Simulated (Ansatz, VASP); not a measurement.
## Cross-check of Co (Cobalt) between VASP and Ansatz

One calculation is typed for both programs; each brings its own data sets. How far apart do they land? Of the first pair: The two relaxations start from unlike cells of this crystal (the structure described is Ansatz's start), so only their ends are compared.

Program: Ansatz 0.2.0. Level of theory: plane waves, with VASP 6.6.1 beside it; relaxation of cell and atoms at BLYP and elastic constants at LDA. Results are calculated unless marked as measured.

## 1. Starting point

It takes space group P6_3/mmc (No. 194, hexagonal). The conventional cell has a = 2.507 Å, b = 2.507 Å, c = 4.070 Å, α = 90.00°, β = 90.00°, γ = 120.00°. Co has 12 Co at 2.50 to 2.51 Å nearest.

## 2. Ansatz: relaxation of cell and atoms, BLYP

Ansatz runs on its default PAW (the set named soft_2) files.

The relaxed volume is the usual yardstick between codes: in a stiff, nearly cubic crystal its relative difference is about their pressure difference at one cell divided by the bulk modulus.

input.yaml reads:

```yaml
crystal:
  lattice:
    - [2.5074, 0.0, 0.0]
    - [-1.2537, 2.1714720974, 0.0]
    - [0.0, 0.0, 4.0699]
  atoms:
    - { symbol: Co, position: [0.3333333333, 0.6666666667, 0.25], spin: 3.0 }
    - { symbol: Co, position: [0.6666666667, 0.3333333333, 0.75], spin: 3.0 }
kpoints:
  mp_grid: { grid: [18, 18, 10] }
hamiltonian:
  xc: blyp
scf:
  occupations: { method: methfessel_paxton, width: 0.25 }
output:
  forces: true
  stress: true
  eigenvalues: true
  populations: true
magnetization:
  spin_polarized: true
relax:
  adjacent_minimum: "off"
  f_tol: 0.005
  max_steps: 60
  cell: { stress_tol: 0.03 }
```

Started as:

```sh
> ansatz run input.yaml --threads 4 --pin off --max-ram 16384MiB --backend cpu --events-out ev --progress --plain --runs-dir out
```

Numbers of over 12 decimals in the logs are rounded to 6 here.

What it wrote:

```text
Engine: ansatz 0.2.0, aarch64-unknown-linux-gnu
Pseudopotentials: kind: paw
Pseudopotential: Co, paw, valence charge 17, recommended cutoff 420 eV (normal), Co.paw.azcp
Functional definition: BLYP
  parameter beta = 0.0042
  parameter a = 0.04918
  parameter b = 0.132
  parameter c = 0.2533
  parameter d = 0.349
  exchange = b88_x(beta = beta)
  correlation = lyp_c(a = a, b = b, c = c, d = d)
Crystal: 2 atoms, lattice volume = 22.160 Å³
Basis set: ecut = 420 eV, 415 PW (Γ), exchange–correlation on 36×36×60 points (8 copies of the dense FFT grid, shifted against one another)
Bands: 24, of which v1, the nominal top of the filled ones, is band 17 counted from 1 (16 counted from 0)
Symmetry: 24 space group operations
Space group: P63/mmc (ITA 194), of the structure as read, at distance tolerance 2.8e-5 Å
Magnetic group: BNS 194.263 (UNI 1493), of the structure as read, at distance tolerance 2.8e-5 Å
k-points: 222 of 3240
Non-local potential: Co, projectors of the file, l = 0: 3, l = 1: 2, l = 2: 3, l = 3: 1
PAW form: soft (Blöchl's): semilocal exchange-correlation on the pseudo side does not see the compensation charge
PAW frozen core: Co, regenerated for the run's functional, and the local potential with it (the file was generated under x = pbe(κ = 0.804, μ = 0.219515), c = pbe(β = 0.066725))
PAW one-centre angular grid: Co, 590 points (default); XC on 64 Gauss nodes
Initial density: superposition of atomic densities (chi_scale 0.1, normalization cell)
Starting moments: Σ|m| = 6 μB on 2 of 2 sites
Initial wavefunctions: pseudopotential atomic-orbital guess
Functional: x = b88, c = lyp
SCF iter   1: F=—  HF=-10266.405700 eV  |F-HF|=—  |Δ(HF+E_count)|=         —  Δρ=1.09e-1 (↑1.09e-1 ↓3.99e-2)  dr2=1.57e0  dr2_m=7.61e-1  M=4.300 μB ∫|m|=4.563 μB  β_m=0.30  ethr=3.10e-3  ⟨swp⟩=4.4  Hψ=38082  notcnv=0
Mixer restart at iter 1: flushing history
preconditioner: auto → none  [metal: Δε(μ)=0.004 eV  Ē_g=10.815 eV  σ=0.250 eV  W_gap=0.01  n_scr=8 (ndim 8)  ℏωp=33.5 eV  f_vac=0.000  D(μ)=1.87/eV (n_scr^D=22)  sad-step TF]
SCF iter   2: F=—  HF=-10266.361707 eV  |F-HF|=—  |Δ(HF+E_count)|=   4.40e-2  Δρ=6.17e-2 (↑6.17e-2 ↓4.64e-2)  dr2=9.20e-2  dr2_m=5.78e-1  M=4.119 μB ∫|m|=4.407 μB  β_m=0.47  ethr=3.10e-3  ⟨swp⟩=2.5  Hψ=18560  notcnv=0  defer=659
SCF iter   3: F=—  HF=-10268.051682 eV  |F-HF|=—  |Δ(HF+E_count)|=         —  Δρ=7.85e-2 (↑7.85e-2 ↓7.60e-2)  dr2=2.27e-3  dr2_m=1.21e0  M=3.391 μB ∫|m|=3.678 μB  β_m=0.47  ethr=2.71e-4  ⟨swp⟩=2.1  Hψ=16726  notcnv=0  defer=255
Mixer restart at iter 3: flushing history
SCF iter   4: F=—  HF=-10268.298302 eV  |F-HF|=—  |Δ(HF+E_count)|=   2.47e-1  Δρ=5.79e-2 (↑3.70e-2 ↓5.79e-2)  dr2=6.93e-2  dr2_m=4.54e-1  M=3.307 μB ∫|m|=3.602 μB  β_m=0.74  ethr=6.69e-6  ⟨swp⟩=2.0  Hψ=19595  notcnv=0  defer=605
SCF iter   5: F=—  HF=-10268.854292 eV  |F-HF|=—  |Δ(HF+E_count)|=   5.56e-1  Δρ=5.43e-2 (↑5.43e-2 ↓4.04e-2)  dr2=1.00e0  dr2_m=1.01e-2  M=3.183 μB ∫|m|=3.484 μB  β_m=0.52  ethr=6.69e-6  ⟨swp⟩=3.7  Hψ=30657  notcnv=0  defer=562
SCF iter   6: F=—  HF=-10268.543494 eV  |F-HF|=—  |Δ(HF+E_count)|=   3.11e-1  Δρ=4.20e-3 (↑4.20e-3 ↓2.65e-3)  dr2=6.80e-3  dr2_m=3.55e-4  M=3.187 μB ∫|m|=3.488 μB  β_m=0.65  ethr=6.69e-6  ⟨swp⟩=3.3  Hψ=32394  notcnv=0  defer=92
SCF iter   7: F=—  HF=-10268.541802 eV  |F-HF|=—  |Δ(HF+E_count)|=   1.69e-3  Δρ=1.13e-3 (↑5.72e-4 ↓1.13e-3)  dr2=7.14e-5  dr2_m=1.42e-4  M=3.189 μB ∫|m|=3.486 μB  β_m=0.82  ethr=6.69e-6  ⟨swp⟩=2.0  Hψ=14968  notcnv=0  defer=83
SCF iter   8: F=—  HF=-10268.541891 eV  |F-HF|=—  |Δ(HF+E_count)|=   8.86e-5  Δρ=2.40e-4 (↑2.40e-4 ↓1.27e-4)  dr2=1.36e-5  dr2_m=1.05e-6  M=3.187 μB ∫|m|=3.483 μB  β_m=0.91  ethr=2.10e-7  ⟨swp⟩=2.0  Hψ=16694  notcnv=0  defer=83
SCF iter   9: F=—  HF=-10268.513355 eV  |F-HF|=—  |Δ(HF+E_count)|=         —  Δρ=3.67e-4 (↑1.18e-4 ↓3.67e-4)  dr2=1.08e-5  dr2_m=8.31e-6  M=3.184 μB ∫|m|=3.486 μB  β_m=0.91  ethr=4.01e-8  ⟨swp⟩=2.3  Hψ=15980  notcnv=0  defer=83
Mixer restart at iter 9: flushing history
iteration 9: the input's own smearing fills from here on; a Gaussian of 0.25 eV has filled iterations ahead of it
SCF iter  10: F=—  HF=-10268.513377 eV  |F-HF|=—  |Δ(HF+E_count)|=   2.18e-5  S|Δr|=    0.00e0  Δρ=4.57e-4 (↑4.57e-4 ↓3.05e-4)  dr2=6.73e-5  dr2_m=1.46e-6  M=3.183 μB ∫|m|=3.487 μB  β_m=0.50  ethr=3.18e-8  ⟨swp⟩=2.0  Hψ=18009  notcnv=0  defer=83  recentre
SCF iter  11: F=—  HF=-10268.513364 eV  |F-HF|=—  |Δ(HF+E_count)|=   1.30e-5  S|Δr|=    0.00e0  Δρ=3.24e-4 (↑9.70e-5 ↓3.24e-4)  dr2=1.82e-5  dr2_m=3.17e-6  M=3.184 μB ∫|m|=3.487 μB  β_m=0.30  ethr=3.18e-8  ⟨swp⟩=2.0  Hψ=18031  notcnv=0  defer=83
SCF iter  12: F=—  HF=-10268.513363 eV  |F-HF|=—  |Δ(HF+E_count)|=   1.71e-6  S|Δr|=    0.00e0  Δρ=9.26e-5 (↑6.04e-5 ↓9.26e-5)  dr2=1.45e-7  dr2_m=1.08e-6  M=3.184 μB ∫|m|=3.488 μB  β_m=0.65  ethr=3.18e-8  ⟨swp⟩=2.1  Hψ=14232  notcnv=0  defer=83
[...]
SCF iter   6: F=—  HF=-10268.520477 eV  |F-HF|=—  |Δ(HF+E_count)|=   1.63e-6  S|Δr|=    0.00e0  Δρ=3.91e-7 (↑2.81e-7 ↓3.91e-7)  dr2=1.35e-11  dr2_m=1.38e-11  M=3.203 μB ∫|m|=3.518 μB  β_m=0.93  ethr=1.00e-12  ⟨swp⟩=2.1  Hψ=15373  notcnv=0
SCF iter   7: F=-10268.520477 eV  HF=-10268.520477 eV  |F-HF|=0.00e0  |Δ(HF+E_count)|=  1.87e-10  S|Δr|=    0.00e0  Δρ=6.36e-8 (↑6.36e-8 ↓2.28e-8)  dr2=5.99e-13  dr2_m=1.95e-13  M=3.203 μB ∫|m|=3.518 μB  ethr=1.00e-12  ⟨swp⟩=4.8  Hψ=38282  notcnv=0
SCF 5 converged in 7 iterations: F = -10268.520477 eV  dr2 = 5.99e-13
relax step   5: F+E_penalty+E_count = -10268.52047747 eV  Δ(F+E_penalty+E_count) = -7.857e-4 eV  max|allowed force component| = 2.544e-17 eV/Å  Δτ_max = 0.0000 Å  P = +0.091 GPa  Ω = 22.651 Å³  stress off target by 1.04e-1 GPa  SCF on the basis re-selected at this cell (its energy is not comparable with the rows above)  (7 SCF iters)
[...]
relax step   6: F+E_penalty+E_count = -10268.52046695 eV  Δ(F+E_penalty+E_count) = +1.051e-5 eV  max|allowed force component| = 1.850e-17 eV/Å  Δτ_max = 0.0000 Å  P = +0.004 GPa  Ω = 22.662 Å³  energy of the carried Pulay correction = -1.383e-5 eV  (4 SCF iters, dr2 threshold 2.70e-8 eV, accepted)
[...]
relax step   7: F+E_penalty+E_count = -10268.52048342 eV  Δ(F+E_penalty+E_count) = -1.647e-5 eV  max|allowed force component| = 1.850e-17 eV/Å  Δτ_max = 0.0000 Å  P = +0.005 GPa  Ω = 22.662 Å³  stress off target by 7.37e-3 GPa  SCF on the basis re-selected at this cell (its energy is not comparable with the rows above)  (6 SCF iters)
basis re-selected at this cell: Δ(F+E_penalty+E_count) = -1.647e-5 eV, ΔP = +0.001 GPa vs the last step (what re-selecting the basis moved, of the pressure what is left beyond the Pulay correction that the steps carried, after the strain that the cell walked since its last selection, with what the two solves' SCF thresholds leave and, on support functions, any second-order correction that the steps lacked; it is no m [...]
SCF converged after 6 iterations
Stability not checked: this state was not tested for a lower state beside it, because cold or Methfessel-Paxton smearing, or corrected tetrahedra, fill the levels in a way that the test cannot read (fill_not_monotonic; see scf.lower_state_search)
Magnetization: 3.2034 μB (18.6017 up, 15.3983 down)
Absolute magnetization: 3.5201 μB (∫|ρ↑−ρ↓|, with the PAW one-centre terms)
Spin contamination: 0.0551 ħ² per cell (⟨S²⟩ above its minimum at these occupations)
Per-site moments (μB) at R_I (Å): [(1.674144, 1.036557), (1.674144, 1.036557)]
Free energy (F): -10268.520483 eV
Harris-Foulkes:  -10268.520483 eV  (|F-HF|=0.00e0)
Internal energy: -10268.523907 eV  (E = F + TS)
E sigma→0 (E₀):  -10268.521339 eV
Entropy (-TS):   0.003424 eV (1.712 meV/atom)
Fermi energy:    18.170682 eV
--- Per-component energies (eV) ---
  E_band       = -500.338003
  E_kinetic    = 906.493002
  E_local      = -5798.071928  (includes V_loc(G=0)·N_el)
  E_nonlocal   = 908.169169
  E_hartree    = 2433.119543
  E_xc         = -314.102223
  E_vxc        = -403.934599  (∫ρ·V_xc dr)
  E_paw        = -3053.027988  (= ΣΔE_a)
  E_vpaw       = -979.232967  (= ΣTr[D̂ρ^β])
  E_aug_tail   = 0.000136  (compensation charges beyond the density's cutoff)
  E_ewald      = -5351.117800
  E_core_change = 0.014181  (= ΣΔE_core)
  E_smearing   = 0.003424  (= −TS)
  E_closure    = -0.000000  (closes the sum)
  Σ components = -10268.520483   (vs F -10268.520483, Δ=0.00e0)
--- Forces (eV/Å), atoms counted from 1 ---
  atom   1  Co     0.00000000     0.00000000     0.00000000
  atom   2  Co     0.00000000    -0.00000000    -0.00000000
  max |Σ_I F_I| component: 0.00e0 eV/Å
--- Stress (GPa, compression-positive) ---
        0.003318       0.000000       0.000000
        0.000000       0.003318      -0.000000
       -0.000000      -0.000000       0.007375
  P = ⅓ Tr σ = 0.0047 GPa (0.047 kbar)
--- Band table (eV; the first three rows and the last of 444) ---
  k-point 0 ↑: bands = [... 13 lower, 15.9546, 15.9546, 16.2765, 16.2765, 17.3266, 17.3266, 18.2656, 24.1541, ... 3 higher]
  k-point 1 ↑: bands = [... 13 lower, 15.9284, 15.9284, 16.3382, 16.3382, 17.3215, 17.3215, 17.8339, 24.7796, ... 3 higher]
  k-point 2 ↑: bands = [... 13 lower, 15.8585, 15.8585, 16.4878, 16.4878, 16.9327, 17.3002, 17.3002, 26.2867, ... 3 higher]
  k-point 221 ↓: bands = [... 13 lower, 16.5675, 17.9991, 17.9991, 19.1953, 19.1953, 24.3421, 24.3421, 26.0581, ... 3 higher]
--- Relaxed structure (5 steps of the walk, 5 accepted, 2 SCFs on fresh bases) ---
  F+E_penalty+E_count = -10268.52048342 eV   max|allowed force component| = 1.850e-17 eV/Å   (the final SCF, on the basis selected at the relaxed cell)
  cell:  # Å, volume = 22.6615 Å³
    - [2.529432, 0.0, 0.0]
    - [-1.264716, 2.190552, 0.0]
    - [0.0, 0.0, 4.089898]
  atoms:
    - { symbol: Co, position: [0.333333, 0.666667, 0.250000] }
    - { symbol: Co, position: [0.666667, 0.333333, 0.750000] }
--- Löwdin populations: 2 sites ---
  site symbol       q [e]    m [muB]
     0     Co     16.7989     1.6632
     1     Co     16.7989     1.6632
  spilling = 0.011831 (of n_electrons = 34.000000)
```

In the SCF lines HF is the Harris–Foulkes energy and dr2 the Hartree energy of the density residual, in eV; the loop may stop once dr2 is under the threshold and the program's other checks hold. Hψ counts applications of the Hamiltonian.

(Part 1 of 2 ends here.)

[Lines on the potential files, build, host, timing and source positions are cut from VASP's logs without a mark.]

[Logs are printed without paths, hosts, clocks, repeated set-up lines and the standing remarks that a program may print on its own settings, such as how far it seeks lower states.]

[Hosts, paths, dates, database ids (printed as entryN), source tags and the programs' standing remarks are cut or masked in the printed files.]
